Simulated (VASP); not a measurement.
```xyz
2
Lattice="0.0000 2.9510 2.9510 2.9510 0.0000 2.9510 2.9510 2.9510 0.0000" Properties=species:S:1:pos:R:3 pbc="T T T"
Ge     0.0000     0.0000     0.0000
Ge     1.4755     1.4755     1.4755
```

The numbers are results of vdW-DF2, VASP's PBE PAW potentials (set 64) (plane waves; VASP), not measurements. Run with 520 eV cut-off, 11×11×11 Γ-centred mesh, first-order Methfessel-Paxton smearing of 0.10 eV, potentials Ge_d.

### Question
Predict the energy per atom (σ→0), pressure, band gap (on the k-mesh) with the smallest direct gap where there is one.

### Answer

The band gap (on the k-mesh) comes out as none (metal, semimetal or under 0.01 eV) and the energy per atom (σ→0) is -0.844 eV/atom. The pressure comes out as 1.36 GPa.

The absolute energy has meaning only against runs of the same code, potentials and settings.

The compound is Ge in the diamond structure. This cell is one point of a volume scan, at 0.97 of the reference volume.
